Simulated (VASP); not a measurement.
Method: PBE GGA, VASP's PBE PAW potentials (set 64) (plane waves; VASP).

Input for VASP

POSCAR:
```
Ir
2.7034870
  0.0000000000   0.7071067847   0.7071067847
  0.7071067847   0.0000000000   0.7071067847
  0.7071067847   0.7071067847   0.0000000000
Ir
1
direct
  0.0000000000   0.0000000000   0.0000000000
```

KPOINTS:
```
kpoints
0
gamma
 14 14 14
```

**INCAR**
```
SYSTEM = Ir
PREC = Accurate
ENCUT = 300
EDIFF = 1E-6
NELM = 100
ALGO = Normal
LREAL = .FALSE.
LASPH = .TRUE.
ISMEAR = 0
SIGMA = 0.136
GGA = PE
LMAXMIX = 6
LWAVE = .FALSE.
LCHARG = .FALSE.
ISIF = 2
```

POTCAR, in this order: Ir (PBE.64 set). Program: vasp_std.

Output of the run:

OSZICAR:
```
       N       E                     dE             d eps       ncg     rms          rms(c)
DAV:   1     0.167519793934E+02    0.16752E+02   -0.32532E+03  2088   0.629E+02
DAV:   2    -0.906212141209E+01   -0.25814E+02   -0.24483E+02  1672   0.150E+02
DAV:   3    -0.937015123349E+01   -0.30803E+00   -0.30707E+00  2544   0.206E+01
DAV:   4    -0.937166945462E+01   -0.15182E-02   -0.15182E-02  2016   0.927E-01
DAV:   5    -0.937168370389E+01   -0.14249E-04   -0.14250E-04  2480   0.555E-02    0.156E+01
DAV:   6    -0.891823765438E+01    0.45345E+00   -0.90828E-01  1912   0.132E+01    0.662E+00
DAV:   7    -0.882848450076E+01    0.89753E-01   -0.30938E-01  2080   0.720E+00    0.159E+00
DAV:   8    -0.882262796986E+01    0.58565E-02   -0.25088E-03  1888   0.777E-01    0.442E-01
DAV:   9    -0.882199349807E+01    0.63447E-03   -0.68272E-04  2200   0.421E-01    0.129E-02
DAV:  10    -0.882200040393E+01   -0.69059E-05   -0.42896E-06  2256   0.189E-02    0.391E-03
DAV:  11    -0.882200043016E+01   -0.26232E-07   -0.51105E-08  1168   0.218E-03
   1 F= -.88220004E+01 E0= -.88156931E+01  d E =-.126147E-01
```

### OUTCAR
```
------------------------ aborting loop because EDIFF is reached ----------------------------------------
  FORCE on cell =-STRESS in cart. coord.  units (eV):
  Direction    XX          YY          ZZ          XY          YZ          ZX
  --------------------------------------------------------------------------------------
  Total        1.2307654      1.2307654      1.2307654      0.0000000      0.0000000     -0.0000000
  in kB      141.1328077    141.1328077    141.1328077      0.0000000      0.0000000     -0.0000000
  external PRESSURE =     141.1328077 kB  Pullay stress =       0.0000000 kB
  volume of cell :       13.97
      direct lattice vectors                 reciprocal lattice vectors
     0.000000000  1.911654000  1.911654000    -0.261553608  0.261553608  0.261553608
     1.911654000  0.000000000  1.911654000     0.261553608 -0.261553608  0.261553608
     1.911654000  1.911654000  0.000000000     0.261553608  0.261553608 -0.261553608
 POSITION                                       TOTAL-FORCE (eV/Angst)
 -----------------------------------------------------------------------------------
      0.00000      0.00000      0.00000         0.000000      0.000000      0.000000
 -----------------------------------------------------------------------------------
    total drift:                               -0.000000      0.000000      0.000000
  FREE ENERGIE OF THE ION-ELECTRON SYSTEM (eV)
  ---------------------------------------------------
  free  energy   TOTEN  =        -8.8220004302 eV

  energy  without entropy=       -8.8093857645  energy(sigma->0) =       -8.81569310
```
(Selected blocks of OUTCAR.)

**OUTCAR**
```
 val. band max:       10.5205814307   @ k =   0.5000   0.3571   0.1429

 cond. band min:      10.5259390363   @ k =   0.4286   0.3571   0.0714


 Fermi energy:        10.5259045161

 k-point     1 :       0.0000    0.0000    0.0000
  band No.  band energies     occupation
      1      -0.6317      2.00000
      2       6.6659      2.00000
      3       6.6659      2.00000
      4       6.6659      2.00000
      5       9.4089      2.00000
      6       9.4089      2.00000
      7      24.9232      0.00000
      8      30.5840      0.00000

 k-point     2 :       0.0714    0.0000    0.0000
  band No.  band energies     occupation
      1      -0.4024      2.00000
      2       6.5439      2.00000
      3       6.7651      2.00000
      4       6.7651      2.00000
      5       9.3453      2.00000
      6       9.3453      2.00000
      7      25.3204      0.00000
      8      29.4460      0.00000

 k-point     3 :       0.1429    0.0000    0.0000
  band No.  band energies     occupation
      1       0.2438      2.00000
      2       6.2665      2.00000
      3       6.9954      2.00000
      4       6.9954      2.00000
      5       9.2458      2.00000
      6       9.2458      2.00000
      7      26.3217      0.00000
      8      27.5050      0.00000

 k-point     4 :       0.2143    0.0000    0.0000
  band No.  band energies     occupation
      1       1.1499      2.00000
      2       6.0832      2.00000
      3       7.1409      2.00000
      4       7.1409      2.00000
      5       9.3728      2.00000
      6       9.3728      2.00000
      7      25.4392      0.00000
      8      27.4210      0.00000

 k-point     5 :       0.2857    0.0000    0.0000
  band No.  band energies     occupation
      1       1.9652      2.00000
      2       6.4008      2.00000
      3       7.0360      2.00000
      4       7.0360      2.00000
      5       9.9052      2.00000
      6       9.9052      2.00000
      7      23.4520      0.00000
...
```

At this cut-off the stress carries a Pulay error, which pulls relaxed volumes low. Unless said otherwise, spin-orbit coupling is left out, though it shifts the bands of the heavy elements here.

The structure comes from a computed database's Ir entry; how it stands against other phases isn't given here. The cell was not relaxed at this level, and its volume differs by -5.9 % from the start's.
